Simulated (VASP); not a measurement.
The system is La4AgSb8Au3.

```
CELL_PARAMETERS angstrom
4.35500 -4.35500 0.00000
4.35500 4.35500 0.00000
0.00000 0.00000 10.94502
ATOMIC_POSITIONS crystal
La 0.75000 0.25000 0.26299
La 0.25000 0.75000 0.26299
La 0.25000 0.25000 0.73701
La 0.75000 0.75000 0.73701
Au 0.00000 0.00000 0.00000
Au 0.50000 0.50000 0.00000
Au 0.00000 0.50000 0.00000
Ag 0.50000 0.00000 0.00000
Sb 0.75000 0.25000 0.83331
Sb 0.25000 0.75000 0.83331
Sb 0.25000 0.25000 0.16669
Sb 0.75000 0.75000 0.16669
Sb 0.00000 0.00000 0.50000
Sb 0.50000 0.50000 0.50000
Sb 0.00000 0.50000 0.50000
Sb 0.50000 0.00000 0.50000
```

The cell was built by a generator and needn't be a form met in nature.

| Quantity | Value |
| --- | --- |
| Program | VASP 6.6.1 |
| Task | relaxation of cell and atoms |
| Functional | LDA |
| Potentials or basis | VASP PAW LDA potentials, release 64 (La, Au, Ag, Sb) |
| Cutoff | 600 eV |
| k mesh | 6 × 6 × 4 |
| Occupations | methfessel-paxton, width 0.1 eV |
| Spin | no spin polarisation |

At the start: pressure -3.0 GPa; volume 25.95 Å³/atom.

Task: Where does the relaxation end?

Result: Over 11 steps the energy falls by 21.8 meV/atom and the volume is 24.80 Å³/atom (-4.4 %); space group P-42m (No. 111, to 0.05 Å).

The path:
```csv
step,energy change (eV),largest force (eV/Å),pressure (GPa),volume (Å³)
1,0.0000,0.3739,-2.98,415.17
2,-0.1059,0.4222,3.08,386.82
3,-0.1939,0.3607,0.42,397.81
4,-0.2673,0.3198,0.29,397.47
5,-0.3248,0.2254,0.14,396.56
6,-0.3442,0.0894,-0.28,398.11
7,-0.3457,0.0418,-0.42,398.68
8,-0.3432,0.0599,0.58,394.21
9,-0.3489,0.0135,0.01,396.75
10,-0.3489,0.0133,0.00,396.79
11,-0.3489,0.0082,-0.01,396.76
```

Final structure:
```xyz
16
Lattice="4.3665 -4.3665 0.0000 4.3665 4.3665 0.0000 0.0000 0.0000 10.4049" Properties=species:S:1:pos:R:3 pbc="T T T"
La    4.3779   -2.1832    2.6416
La    4.3551    2.1832    2.6416
La    2.1832    0.0114    7.7633
La    6.5497   -0.0114    7.7633
Au    0.0000    0.0000    0.0000
Au    4.3665    0.0000    0.0000
Au    2.1832    2.1832    0.0000
Ag    2.1832   -2.1832    0.0000
Sb    4.3634   -2.1832    8.6249
Sb    4.3695    2.1832    8.6249
Sb    2.1832   -0.0031    1.7800
Sb    6.5497    0.0031    1.7800
Sb    0.0000    0.0000    5.2024
Sb    4.3665    0.0000    5.2024
Sb    2.1832    2.1832    5.2024
Sb    2.1832   -2.1832    5.2024
```
